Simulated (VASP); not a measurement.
# ZnCd2SeS2 (Cmmm) in VASP: further runs

The runs below take ZnCd2SeS2 through relaxation of cell and atoms, with PBE.

Everything below comes from runs of VASP 6.6.1. Logs are shortened: lines on timing, memory, paths and dates and some standing lists are left out, and cuts for length are marked.

### Step 1. The structure

It takes space group Cmmm (No. 65, orthorhombic). Conventional cell: a = 6.572 Å, b = 11.096 Å, c = 3.513 Å, α = 90.00°, β = 90.00°, γ = 90.00°. Around Zn (site symmetry mmm) lie 2 Zn at 3.51 Å and 6 Cd at 3.64 to 3.80 Å and 8 S at 3.67 Å and 4 Se at 3.73 Å. Around Cd (site symmetry m2m) lie 4 S at 2.56 Å and 2 Se at 2.59 Å. Se (site symmetry mmm) is surrounded by 4 Cd at 2.59 Å. Around S (site symmetry 2/m) lie 4 Cd at 2.56 Å.

The cell was built by a generator and needn't be a form met in nature.

### Step 2. Relaxation of cell and atoms, PBE

The input, INCAR:

```
ALGO     = Fast           # electronic algorithm
EDIFF    = 1E-4           # SCF threshold, eV
EDIFFG   = -0.08          # ionic threshold
ENCUT    = 520            # plane-wave cutoff, eV
GGA      = PE             # functional
IBRION   = 2              # ionic algorithm
ISIF     = 3              # what is computed and relaxed
ISMEAR   = 0              # smearing method
LASPH    = True           # aspherical terms in the spheres
LCHARG   = False          # write CHGCAR
LREAL    = False          # projectors in reciprocal space
LWAVE    = False          # write WAVECAR
NELM     = 60             # most SCF steps
NSW      = 24             # ionic steps
PREC     = Normal         # precision mode
SIGMA    = 0.15           # smearing width, eV
```

The input, KPOINTS:

```
k-points
0
Gamma
  3 3 4
```

The input, POSCAR:

```
ZnCd2SeS2
1.0
    3.2861235500     -5.5480412800      0.0000000000
    3.2861235500      5.5480412800      0.0000000000
    0.0000000000      0.0000000000      3.5131585600
Zn Cd Se S
1 2 1 2
Direct
    0.0000000000      0.0000000000      0.0000000000
    0.6717090000      0.3282910000      0.0000000000
    0.3282910000      0.6717090000      0.0000000000
    0.5000000000      0.5000000000      0.5000000000
    0.5000000000      0.0000000000      0.5000000000
    0.0000000000      0.5000000000      0.5000000000
```

Potentials or basis: VASP PAW PBE potentials, release 64 (Zn, Cd, Se, S).

Run with:

```
$ cat potpaw_PBE.64/Zn/POTCAR potpaw_PBE.64/Cd/POTCAR potpaw_PBE.64/Se/POTCAR potpaw_PBE.64/S/POTCAR > POTCAR
$ mpirun -np 1 vasp_std > vasp.out
```

OUTCAR:

```text
EDIFF = 1E-4
   EDIFFG = -0.08
   ENCUT = 520
   GGA = PE
   IBRION = 2
   ISIF = 3
   ISMEAR = 0
   LASPH = True
   LREAL = False
   NELM = 60
   NSW = 24
   PREC = Normal

 ion  position               nearest neighbor table
   1  0.000  0.000  0.000-
   2  0.672  0.328  0.000-   5 2.56   6 2.56   5 2.56   6 2.56   4 2.59   4 2.59   3 3.72   3 3.72

   3  0.328  0.672  0.000-   5 2.56   6 2.56   5 2.56   6 2.56   4 2.59   4 2.59   2 3.72   2 3.72

   4  0.500  0.500  0.500-   2 2.59   3 2.59   2 2.59   3 2.59
   5  0.500  0.000  0.500-   2 2.56   3 2.56   2 2.56   3 2.56
   6  0.000  0.500  0.500-   2 2.56   3 2.56   2 2.56   3 2.56

  LATTYP: Found a base centered orthorhombic cell.
 ALAT       =     6.5722471000
 B/A-ratio  =     1.6883240072
 C/A-ratio  =     0.5345445031

  Lattice vectors:

 A1 = (   3.2861235500,  -5.5480412800,   0.0000000000)
 A2 = (   3.2861235500,   5.5480412800,   0.0000000000)
 A3 = (   0.0000000000,   0.0000000000,   3.5131585600)

Analysis of symmetry for initial positions (statically):
=====================================================================
 Subroutine PRICEL returns:
 Original cell was already a primitive cell.

 Routine SETGRP: Setting up the symmetry group for a
 base centered orthorhombic supercell.

 Subroutine GETGRP returns: Found  8 space group operations
 (whereof  8 operations were pure point group operations)
 out of a pool of  8 trial point group operations.

The static configuration has the point symmetry D_2h.

Analysis of symmetry for dynamics (positions and initial velocities):
=====================================================================
 Subroutine PRICEL returns:
 Original cell was already a primitive cell.

 Routine SETGRP: Setting up the symmetry group for a
 base centered orthorhombic supercell.

 Subroutine GETGRP returns: Found  8 space group operations
 (whereof  8 operations were pure point group operations)
 out of a pool of  8 trial point group operations.

The dynamic configuration has the point symmetry D_2h.

 Subroutine INISYM returns: Found  8 space group operations
 (whereof  8 operations are pure point group operations),
 and found     1 'primitive' translations

----------------------------------------------------------------------------------------

                                     Primitive cell

  volume of cell :     128.1006

  direct lattice vectors                    reciprocal lattice vectors
     3.286123550 -5.548041280  0.000000000     0.152154961 -0.090121896  0.000000000
     3.286123550  5.548041280  0.000000000     0.152154961  0.090121896  0.000000000
     0.000000000  0.000000000  3.513158560     0.000000000  0.000000000  0.284644141

  length of vectors
     6.448206730  6.448206730  3.513158560     0.176841987  0.176841987  0.284644141

  position of ions in fractional coordinates (direct lattice)
     0.000000000  0.000000000  0.000000000
     0.671709000  0.328291000  0.000000000
     0.328291000  0.671709000  0.000000000
     0.500000000  0.500000000  0.500000000
     0.500000000  0.000000000  0.500000000
     0.000000000  0.500000000  0.500000000

  ion indices of the primitive-cell ions
   primitive index   ion index
                 1           1
                 2           2
                 3           3
                 4           4
                 5           5
                 6           6

----------------------------------------------------------------------------------------

 KPOINTS: k-points

Automatic generation of k-mesh.
 Grid dimensions read from file:
 generate k-points for:    3    3    4

 Generating k-lattice:

  Cartesian coordinates                     Fractional coordinates (reciprocal lattice)
     0.050718320 -0.030040632  0.000000000     0.333333333  0.000000000  0.000000000
     0.050718320  0.030040632  0.000000000     0.000000000  0.333333333  0.000000000
     0.000000000  0.000000000  0.071161035     0.000000000  0.000000000  0.250000000

  Length of vectors
     0.058947329  0.058947329  0.071161035

  Shift w.r.t. Gamma in fractional coordinates (k-lattice)
     0.000000000  0.000000000  0.000000000

 Subroutine IBZKPT returns following result:
 ===========================================

 Found     12 irreducible k-points:

 Following reciprocal coordinates:
            Coordinates               Weight
  0.000000  0.000000  0.000000      1.000000
  0.333333  0.000000  0.000000      4.000000
  0.333333  0.333333  0.000000      2.000000
 -0.333333  0.333333  0.000000      2.000000
  0.000000  0.000000  0.250000      2.000000
  0.333333  0.000000  0.250000      8.000000
  0.333333  0.333333  0.250000      4.000000
 -0.333333  0.333333  0.250000      4.000000
  0.000000  0.000000  0.500000      1.000000
  0.333333  0.000000  0.500000      4.000000
  0.333333  0.333333  0.500000      2.000000
 -0.333333  0.333333  0.500000      2.000000
   k-points           NKPTS =     12   k-points in BZ     NKDIM =     12   number of bands    NBANDS=     32
   number of dos      NEDOS =    301   number of ions     NIONS =      6
   total plane-waves  NPLWV =  25920
   dimension x,y,z NGX =    36 NGY =   36 NGZ =   20
   dimension x,y,z NGXF=    72 NGYF=   72 NGZF=   40
   ions per type =               1   2   1   2
   NGX,Y,Z   is equivalent  to a cutoff of   9.28,  9.28,  9.46 a.u.
   NGXF,Y,Z  is equivalent  to a cutoff of  18.56, 18.56, 18.93 a.u.
 SYSTEM =  unknown system
   PREC   = normal    normal or accurate (medium, high low for compatibility)
   ISTART =      0    job   : 0-new  1-cont  2-samecut
   ICHARG =      2    charge: 1-file 2-atom 10-const
   ISPIN  =      1    spin polarized calculation?
   LNONCOLLINEAR =      F non collinear calculations
   LSORBIT =      F    spin-orbit coupling
   LASPH  =      T    aspherical Exc in radial PAW
   ENCUT  =  520.0 eV  38.22 Ry    6.18 a.u.  11.99 11.99  6.53*2*pi/ulx,y,z
   NELM   =     60;   NELMIN=  2; NELMDL= -5     # of ELM steps
   EDIFF  = 0.1E-03   stopping-criterion for ELM
   LREAL  =      F    real-space projection
   EDIFFG = -.8E-01   stopping-criterion for IOM
   NSW    =     24    number of steps for IOM
   IBRION =      2    ionic relax: 0-MD 1-quasi-New 2-CG
   NFREE  =      1    steps in history (QN), initial steepest desc. (CG)
   ISIF   =      3    stress and relaxation
   ISYM   =      2    0-nonsym 1-usesym 2-fastsym
   POTIM  = 0.5000    time-step for ionic-motion
   TEBEG  =    0.0;   TEEND  =   0.0 temperature during run
   PSTRESS=    0.0 pullay stress
   NELECT =      54.0000    total number of electrons
   NUPDOWN=      -1.0000    fix difference up-down
   EMIN   =  10.00;   EMAX   =-10.00  energy-range for DOS
   EFERMI =   0.00;   METHOD = LEGACY
   ISMEAR =     0;   SIGMA  =   0.15  broadening in eV -4-tet -1-fermi 0-gaus
   EFERMI_NEDOS =   21; number of points for ismear=-14 and -15
   IALGO  =     68    algorithm
   IMIX   =      4    mixing-type and parameters
     AMIX     =   0.40;   BMIX     =  1.00
     AMIX_MAG =   1.60;   BMIX_MAG =  1.00
  volume/ion in A,a.u.               =      21.35       144.08
  Fermi-wavevector in a.u.,A,eV,Ry     =   1.227502  2.319643 20.500740  1.506762
  Thomas-Fermi vector in A             =   2.362463
   LORBIT       =      0    0 simple, 1 ext, 2 COOP (PROOUT), +10 PAW based schemes
   GGA     = PE    functional components
   LHFCALC =     F    Hartree Fock is set to
   AEXX    =    0.0000 exact exchange contribution
   IVDW    =     0    specifies the selected vdW correction
   LEPSILON=     F    determine dielectric tensor
   LRPA    =     F    only Hartree local field effects (RPA)
 conjugate gradient relaxation of ions
 non-spin polarized calculation
 RMM-DIIS sequential band-by-band and
 Gauss-broadening in eV      SIGMA  =   0.15
  energy-cutoff  :      520.00
  volume of cell :      128.10
 maximum number of plane-waves:      3470
   NGX = 23   NGY = 23   NGZ = 13

--------------------------------------- Ionic step        1  -------------------------------------------

 number of electron      54.0000070 magnetization

 Free energy of the ion-electron system (eV)
  ---------------------------------------------------
  ext. energy  EPLUGINS =         0.00000000
  ---------------------------------------------------
  free energy    TOTEN  =       -12.37598506 eV

  energy without entropy =      -12.32147583  energy(sigma->0) =      -12.34873044

 E-fermi :   2.7967     XC(G=0): -10.0240

 val. band max:        2.7847095862   @ k =   0.3333   0.3333   0.0000
 cond. band min:       2.8123803956   @ k =   0.3333   0.3333   0.2500
 fundamental gap:      0.0276708094
 Fermi energy:         2.7967322810

 k-point     1 :       0.0000    0.0000    0.0000
  band No.  band energies     occupation
      1     -11.5467      2.00000
      2      -9.9328      2.00000
      3      -9.5980      2.00000
      4      -6.6822      2.00000
      5      -6.0764      2.00000
      6      -6.0598      2.00000
[... 522 lines left out ...]
  FREE ENERGIE OF THE ION-ELECTRON SYSTEM (eV)
  ---------------------------------------------------
  free  energy   TOTEN  =       -13.2162163480 eV

  energy  without entropy=      -13.1427046278  energy(sigma->0) =      -13.17946049

[... ionic steps 4 to 15 ...]

--------------------------------------- Ionic step       16  -------------------------------------------

 number of electron      53.9999984 magnetization

------------------------ aborting loop because EDIFF is reached ----------------------------------------

  FORCE on cell =-STRESS in cart. coord.  units (eV):
  Direction    XX          YY          ZZ          XY          YZ          ZX
  --------------------------------------------------------------------------------------
  -------------------------------------------------------------------------------------
  Total        0.8836536      0.0442017     -0.9461220      0.0000000      0.0000000      0.0000000
  in kB        9.6710144      0.4837591    -10.3546909      0.0000000      0.0000000      0.0000000
  external PRESSURE =      -0.0666391 kB  Pullay stress =       0.0000000 kB
[... 65 lines left out ...]
  energy  without entropy=      -13.5136764354  energy(sigma->0) =      -13.53963863

--------------------------------------- Ionic step       18  -------------------------------------------

 number of electron      54.0000131 magnetization

 Free energy of the ion-electron system (eV)
  ---------------------------------------------------
  ext. energy  EPLUGINS =         0.00000000
  ---------------------------------------------------
  free energy    TOTEN  =       -13.57509203 eV

  energy without entropy =      -13.52357932  energy(sigma->0) =      -13.54933568

 E-fermi :   1.6899     XC(G=0):  -9.4177

 val. band max:        1.6647355155   @ k =   0.3333   0.0000   0.5000
 cond. band min:       1.6926600595   @ k =   0.0000   0.0000   0.5000
 fundamental gap:      0.0279245440
 Fermi energy:         1.6898745604

 k-point     1 :       0.0000    0.0000    0.0000
  band No.  band energies     occupation
      1     -11.4746      2.00000
      2     -10.1735      2.00000
      3      -9.9537      2.00000
      4      -6.7788      2.00000
      5      -6.6663      2.00000
      6      -6.5176      2.00000
[... 442 lines left out ...]
  FREE ENERGIE OF THE ION-ELECTRON SYSTEM (eV)
  ---------------------------------------------------
  free  energy   TOTEN  =       -13.5750920315 eV

  energy  without entropy=      -13.5235793221  energy(sigma->0) =      -13.54933568

 reached required accuracy - stopping structural energy minimisation
```

It took 2.2 min on 1 thread of Intel Xeon 6975P-C (Granite Rapids), shared host; peak memory 0.21 GiB.

Results:

| Item | Value |
| --- | --- |
| Free energy | -13.5751 eV |
| Relaxed volume | 24.30 Å³/atom |
| Relaxed cell | a = 6.354 Å, b = 6.354 Å, c = 3.768 Å, α = 90.00°, β = 90.00°, γ = 106.57° |
| Space group after relaxing (to 0.05 Å) | Cmmm (No. 65) |
| Energy gained by relaxing | 199.9 meV/atom |
| Ionic steps | 18 |
| Pressure after relaxing | 0.3 GPa |
| Largest force after relaxing | 0.044 eV/Å |
| Band gap on the k mesh | none (metal or under the smearing width) |

Forces in eV/Å, atoms in the order of the input:
```
Zn   0.000  0.000  0.000
Cd   0.000  0.044  0.000
Cd   0.000 -0.044  0.000
Se   0.000  0.000  0.000
S    0.000  0.000  0.000
S    0.000  0.000  0.000
```

Step by step:
| step | energy change (eV) | largest force (eV/Å) | pressure (GPa) | volume (Å³) |
| --- | --- | --- | --- | --- |
| 1 | 0.0000 | 0.9392 | 12.14 | 128.10 |
| 2 | -0.7934 | 0.3477 | -2.09 | 160.47 |
| 3 | -0.8402 | 0.4349 | -0.20 | 152.76 |
| 4 | -0.8603 | 0.3811 | -0.01 | 152.40 |
| 5 | -0.9151 | 0.2140 | 0.12 | 151.32 |
| 6 | -0.9860 | 0.0048 | -0.01 | 149.08 |
| 7 | -1.0042 | 0.2158 | 0.80 | 144.33 |
| 8 | -1.0112 | 0.0654 | 0.61 | 146.76 |
| 9 | -1.0277 | 0.0878 | 0.29 | 146.86 |
| 10 | -1.0734 | 0.0808 | 0.30 | 147.13 |
| 11 | -1.1418 | 0.0907 | -0.35 | 147.47 |
| 12 | -1.0376 | 0.7110 | -0.55 | 147.43 |
| 13 | -1.1557 | 0.0918 | -0.33 | 147.54 |
| 14 | -1.1588 | 0.2093 | -0.37 | 147.58 |
| 15 | -1.1601 | 0.1182 | -0.54 | 147.57 |
| 16 | -1.1765 | 0.1079 | -0.01 | 146.39 |
| 17 | -1.1896 | 0.0695 | 0.79 | 144.40 |
| 18 | -1.1991 | 0.0443 | 0.29 | 145.82 |

Final structure:
```
Zn Cd Se S
1.0
     3.79905   -5.09368    0.00000
     3.79905    5.09368    0.00000
     0.00000    0.00000    3.76764
Zn Cd Se S
1 2 1 2
Cartesian
  3.7990 5.0937 3.7676
  3.7990 -2.2468 3.7676
  3.7990 2.2468 0.0000
  3.7990 0.0000 1.8838
  5.6986 2.5468 1.8838
  1.8995 2.5468 1.8838
```

Levels at points of the mesh, in eV from the Fermi level:
```tsv
k point	band 23	band 24	band 25	band 26	band 27	band 28	band 29	band 30	band 31	band 32
(0.00, 0.00, 0.00)	-1.95	-1.55	-0.17	0.14	0.93	1.03	1.09	3.99	4.54	4.86
(0.00, 0.00, 0.50)	-2.44	-1.63	-1.05	-0.36	0.00	1.29	1.30	2.18	2.21	3.38
```

Caveat: the k mesh is coarse (spacing up to 0.45 Å⁻¹), so the values aren't converged; the relaxation stopped at a loose force limit of 0.08 eV/Å, so its end isn't a converged minimum.

### Step 3. Relaxation of cell and atoms, PBE

This run uses another cell than the first one, of 23.46 Å³/atom, 1.099 times its volume.

INCAR is that of step 2.

The input, KPOINTS:

```
k-points
0
Gamma
  4 4 2
```

The input, POSCAR:

```
ZnCd2SeS2
1.0
    3.7178725500      0.0000000000      0.0000000000
    0.0000000000      3.7178725500      0.0000000000
    0.0000000000      0.0000000000     10.1821625300
Zn Cd Se S
1 2 1 2
Direct
    0.5000000000      0.5000000000      0.0000000000
    0.5000000000      0.0000000000      0.7961770300
    0.0000000000      0.5000000000      0.2038229700
    0.0000000000      0.0000000000      0.0000000000
    0.5000000000      0.0000000000      0.3395209900
    0.0000000000      0.5000000000      0.6604790100
```

Potentials or basis: VASP PAW PBE potentials, release 64 (Zn, Cd, Se, S).

Run with:

```
$ cat potpaw_PBE.64/Zn/POTCAR potpaw_PBE.64/Cd/POTCAR potpaw_PBE.64/Se/POTCAR potpaw_PBE.64/S/POTCAR > POTCAR
$ mpirun -np 1 vasp_std > vasp.out
```

It took 2 min on 1 thread of Intel Xeon 6975P-C (Granite Rapids), shared host; peak memory 0.23 GiB.

It converged, with:

```
Free energy                            : -15.4877 eV
Relaxed volume                         : 27.25 Å³/atom
Relaxed cell                           : a = 3.658 Å, b = 3.658 Å, c = 12.218 Å, α = 90.00°, β = 90.00°, γ = 90.00°
Space group after relaxing (to 0.05 Å) : P-4m2 (No. 115)
Energy gained by relaxing              : 417.6 meV/atom
Ionic steps                            : 11
Pressure after relaxing                : 0.2 GPa
Largest force after relaxing           : 0.058 eV/Å
Band gap on the k mesh                 : none (metal or under the smearing width)
```

Forces in eV/Å, atoms in the order of the input:
```
Zn   0.000  0.000  0.000
Cd   0.000  0.000 -0.040
Cd   0.000  0.000  0.040
Se   0.000  0.000  0.000
S    0.000  0.000  0.058
S    0.000  0.000 -0.058
```

Stress tensor (GPa, compression positive):
```
0.11 0.00 0.00
0.00 0.11 0.00
0.00 0.00 0.24
```

Step by step:
```
step  energy change (eV)  largest force (eV/Å)  pressure (GPa)  volume (Å³)
   1              0.0000                2.8506            0.45       140.74
   2             -0.8563                1.9354           -0.71       142.06
   3             -2.0365                0.8030            0.60       144.90
   4              5.8644                0.2709           10.10       149.53
   5             -2.0249                0.2722            4.99       147.85
   6             -1.6456                0.1629           -5.41       183.20
   7             -2.4732                0.1394           -0.59       159.63
   8             -2.4773                0.1488           -0.02       158.04
   9             -2.4773                0.1468            0.15       157.73
  10             -2.4873                0.1108            0.17       159.17
  11             -2.5056                0.0585            0.15       163.48
```

Final structure:
```
CELL_PARAMETERS angstrom
3.65782 0.00000 0.00000
0.00000 3.65782 0.00000
0.00000 0.00000 12.21838
ATOMIC_POSITIONS crystal
Zn 0.50000 0.50000 0.00000
Cd 0.50000 0.00000 0.70563
Cd 0.00000 0.50000 0.29437
Se 0.00000 0.00000 0.00000
S 0.50000 0.00000 0.30408
S 0.00000 0.50000 0.69592
```

Levels at points of the mesh, in eV from the Fermi level:
```tsv
k point	band 24	band 25	band 26	band 27	band 28	band 29	band 30	band 31
(0.00, 0.00, 0.00)	-1.85	-1.57	-1.57	-1.44	-0.26	0.61	0.81	4.76
(0.50, 0.00, 0.00)	-0.92	0.00	0.04	0.10	1.70	3.13	4.02	4.40
(0.50, 0.50, 0.00)	-4.12	-1.65	-1.09	-1.09	-0.84	-0.43	-0.43	4.24
(0.00, 0.00, 0.50)	-1.86	-1.71	-1.57	-1.57	-0.15	0.65	0.76	4.71
(0.50, 0.00, 0.50)	-0.86	0.00	0.04	0.10	1.83	2.97	3.62	4.45
(0.50, 0.50, 0.50)	-4.10	-1.65	-1.08	-1.08	-0.84	-0.45	-0.45	4.21
```

Caveat: the k mesh is coarse (spacing up to 0.42 Å⁻¹), so the values aren't converged; the volume moved by over 15 % at a fixed basis, so the end points are rough; the relaxation stopped at a loose force limit of 0.08 eV/Å, so its end isn't a converged minimum.
